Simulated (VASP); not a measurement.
Output of a VASP run:

File OSZICAR:
```
...
DAV:   2     0.764305935287E+01   -0.36262E+03   -0.35766E+03  4215   0.673E+02
DAV:   3    -0.140136209536E+02   -0.21657E+02   -0.21147E+02  5249   0.194E+02
DAV:   4    -0.142763269479E+02   -0.26271E+00   -0.25982E+00  4745   0.204E+01
DAV:   5    -0.142809035969E+02   -0.45766E-02   -0.45763E-02  5257   0.258E+00    0.972E+00
DAV:   6    -0.132053159153E+02    0.10756E+01   -0.23107E+00  3913   0.212E+01    0.314E+00
DAV:   7    -0.130452626528E+02    0.16005E+00   -0.63239E-01  4060   0.102E+01    0.716E-01
DAV:   8    -0.130344052844E+02    0.10857E-01   -0.17655E-02  4411   0.197E+00    0.188E-01
DAV:   9    -0.130338547826E+02    0.55050E-03   -0.28996E-03  4325   0.707E-01    0.151E-02
DAV:  10    -0.130338611651E+02   -0.63824E-05   -0.45336E-05  5303   0.109E-01    0.557E-03
DAV:  11    -0.130338588806E+02    0.22845E-05   -0.16575E-06  2674   0.222E-02    0.108E-03
DAV:  12    -0.130338595662E+02   -0.68563E-06   -0.24811E-07  2016   0.107E-02
   1 F= -.79010579E+01 E0= -.79010333E+01  d E =-.790106E+01
       N       E                     dE             d eps       ncg     rms          rms(c)
DAV:   1    -0.191451157541E+02   -0.61113E+01   -0.20677E+02  3150   0.222E+02    0.230E+01
DAV:   2    -0.130022611342E+02    0.61429E+01   -0.16056E+01  4160   0.650E+01    0.640E+00
DAV:   3    -0.121666204653E+02    0.83564E+00   -0.30975E+00  3906   0.251E+01    0.372E+00
DAV:   4    -0.121514068383E+02    0.15214E-01   -0.10776E-01  4024   0.471E+00    0.506E-01
DAV:   5    -0.121509633163E+02    0.44352E-03   -0.13922E-02  4962   0.161E+00    0.807E-02
DAV:   6    -0.121509441318E+02    0.19184E-04   -0.52657E-04  4900   0.402E-01    0.316E-02
DAV:   7    -0.121509357885E+02    0.83433E-05   -0.42667E-05  4605   0.103E-01    0.782E-03
DAV:   8    -0.121509347006E+02    0.10879E-05   -0.13245E-06  2327   0.234E-02    0.214E-03
DAV:   9    -0.121509347985E+02   -0.97823E-07   -0.39164E-07  1806   0.158E-02
   2 F= -.79172088E+01 E0= -.79175156E+01  d E =-.161509E-01
       N       E                     dE             d eps       ncg     rms          rms(c)
DAV:   1    -0.143875877830E+02   -0.22367E+01   -0.54299E+01  3150   0.120E+02    0.997E+00
DAV:   2    -0.128372293759E+02    0.15504E+01   -0.47555E+00  4570   0.357E+01    0.288E+00
DAV:   3    -0.126828726209E+02    0.15436E+00   -0.78185E-01  3941   0.119E+01    0.124E+00
DAV:   4    -0.126827846642E+02    0.87957E-04   -0.37266E-02  4291   0.288E+00    0.382E-01
DAV:   5    -0.126814100720E+02    0.13746E-02   -0.79999E-03  4271   0.135E+00    0.414E-02
DAV:   6    -0.126814364613E+02   -0.26389E-04   -0.16442E-04  4918   0.213E-01    0.304E-02
DAV:   7    -0.126814356683E+02    0.79294E-06   -0.20144E-05  4146   0.713E-02    0.574E-03
DAV:   8    -0.126814357408E+02   -0.72463E-07   -0.96067E-07  1946   0.194E-02
   3 F= -.80301552E+01 E0= -.80305686E+01  d E =-.129097E+00
       N       E                     dE             d eps       ncg     rms          rms(c)
DAV:   1    -0.126729191882E+02    0.85165E-02   -0.23902E-02  3150   0.247E+00    0.220E-01
DAV:   2    -0.126722294574E+02    0.68973E-03   -0.19048E-03  4603   0.693E-01    0.633E-02
DAV:   3    -0.126721493615E+02    0.80096E-04   -0.36998E-04  3941   0.264E-01    0.312E-02
DAV:   4    -0.126721503227E+02   -0.96119E-06   -0.12565E-05  4235   0.540E-02    0.514E-03
DAV:   5    -0.126721500080E+02    0.31472E-06   -0.26193E-06  2472   0.253E-02
   4 F= -.80301793E+01 E0= -.80305985E+01  d E =-.129121E+00
```

**OUTCAR**
```
------------------------ aborting loop because EDIFF is reached ----------------------------------------
  FORCE on cell =-STRESS in cart. coord.  units (eV):
  Direction    XX          YY          ZZ          XY          YZ          ZX
  --------------------------------------------------------------------------------------
  Total        4.6593166      4.6593162      4.6455377      0.0000000     -0.0000000      0.0000000
  in kB      200.7473489    200.7473340    200.1536814      0.0000000     -0.0000000      0.0000000
  external PRESSURE =       0.5494548 kB  Pullay stress =     200.0000000 kB
  volume of cell :       37.19
      direct lattice vectors                 reciprocal lattice vectors
     1.516370046 -2.626429864  0.000000000     0.329734817 -0.190372493  0.000000000
     1.516370046  2.626429864  0.000000000     0.329734817  0.190372493 -0.000000000
     0.000000000  0.000000000  4.668549675     0.000000000  0.000000000  0.214199284
 POSITION                                       TOTAL-FORCE (eV/Angst)
 -----------------------------------------------------------------------------------
      1.51637      0.87548      1.16714        -0.000000      0.000000      0.000000
      1.51637     -0.87548      3.50141         0.000000     -0.000000      0.000000
 -----------------------------------------------------------------------------------
    total drift:                                0.000083      0.000621     -0.000016
  FREE ENERGIE OF THE ION-ELECTRON SYSTEM (eV)
  ---------------------------------------------------
  free  energy   TOTEN  =       -12.6721500080 eV

  energy  without entropy=      -12.6734076055  energy(sigma->0) =      -12.67256921
  enthalpy is  TOTEN    =        -8.0301792755 eV   P V=        4.6419707325

 reached required accuracy - stopping structural energy minimisation
```
(Selected blocks of OUTCAR.)

### POSCAR
```
Sc
1
    1.5677916972    -2.7154947806     0.0000000000
    1.5677916972     2.7154947806     0.0000000000
    0.0000000000     0.0000000000     4.8291171814
Sc
2
Direct
  0.3333330000   0.6666670000   0.2500000000
  0.6666670000   0.3333330000   0.7500000000
```

Question: Reconstruct the remaining input files.

Answer: One answer among several that fit: the input of the run itself, PBEsol GGA, plane waves, VASP's PBE PAW potentials (set 64).

### KPOINTS
```
kpoints
0
Gamma
13 13 8
```

INCAR:
```
SYSTEM=Sc
PREC=Accurate; ENCUT=500; LREAL=F
LASPH=T
EDIFF=1E-6; NELM=100; ALGO=Normal
LMAXMIX=4
ISMEAR=1; SIGMA=0.1
GGA=PS
IBRION=2; NSW=40; ISIF=3
EDIFFG=-0.02; PSTRESS=200
LWAVE=F; LCHARG=F
```

POTCAR, in this order: Sc_sv (PBE.64 set). Program: vasp_std.

Energy and stress use the plane-wave basis of the starting cell.

The compound is Sc in the hcp structure. This run relaxes it under an external pressure of 20 GPa. Symmetry was kept, so distortions that lower it aren't found.
